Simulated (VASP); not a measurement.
Given:

```xyz
4
Lattice="4.5106 0.0000 0.0000 0.0000 4.5106 0.0000 0.0000 0.0000 6.3290" Properties=species:S:1:pos:R:3 pbc="T T T"
Al     0.0000     0.0000     0.0000
In     2.2553     2.2553     3.1645
Sb     0.0000     2.2553     1.4760
Sb     2.2553     0.0000     4.8529
```

The numbers are results of r2SCAN meta-GGA, VASP's PBE PAW potentials (set 64) (plane waves; VASP), not measurements. Settings: 400 eV cut-off, 6×6×4 Γ-centred mesh, tetrahedra with Blöchl corrections, potentials Al In_d Sb.

Unless said otherwise, spin-orbit coupling is left out, though it shifts the bands of the heavy elements here.

Task: Predict the energy per atom (σ→0), band gap (over mesh and band path) with the smallest direct gap where there is one.

Result: 
```
Property                                                Result
---------------------------------------------  ---------------
band gap (over mesh and band path)                     0.95 eV
smallest direct gap (over mesh and band path)          0.95 eV
energy per atom (σ→0)                          -20.417 eV/atom
```

The absolute energy has meaning only against runs of the same code, potentials and settings.

The structure comes from a computed database's AlInSb2 entry (P-4m2); how it stands against other phases isn't given here. It was relaxed first.
